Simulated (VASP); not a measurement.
WAu, 2 atoms in the cell. The structure is cubic, space group F-43m (No. 216). Conventional cell: a = 5.496 Å, b = 5.496 Å, c = 5.496 Å, α = 90.00°, β = 90.00°, γ = 90.00°. W (site symmetry -43m) has 4 Au at 2.38 Å as nearest neighbours. Around Au (site symmetry -43m) lie 4 W at 2.38 Å. The cell was built by a generator and needn't be a form met in nature.

| Quantity | Value |
| --- | --- |
| Program | VASP 6.6.1 |
| Task | relaxation of cell and atoms |
| Functional | PBE |
| Potentials or basis | VASP PAW PBE potentials, release 64 (W_sv, Au) |
| Cutoff | 600 eV |
| k mesh | 8 × 8 × 8 |
| Occupations | fermi-dirac, width 0.05 eV |
| Spin | no spin polarisation |
| Target pressure | 2 GPa |
| Further INCAR settings | ALGO = Fast; EDIFF = 1e-06; IBRION = 2; EDIFFG = -0.005; NSW = 60; ISIF = 3 |
| Target pressure | 2 GPa |

Potentials or basis: VASP PAW PBE potentials, release 64 (W_sv, Au).

Command:

```bash
$ cat potpaw_PBE.64/W_sv/POTCAR potpaw_PBE.64/Au/POTCAR > POTCAR
$ mpirun -np 1 vasp_std > vasp.out
```

Hardware: 1 thread of Intel(R) Xeon(R) Platinum 8175M CPU @ 2.50GHz (Skylake/Cascade Lake), on a shared host.

Task: Estimate the wall time of this run.

Result: It took 2.6 min on 1 thread of Intel(R) Xeon(R) Platinum 8175M CPU @ 2.50GHz (Skylake/Cascade Lake) (shared host), peak memory 0.2 GiB. Counts: scf iterations 60, k points 29, ion steps 5.
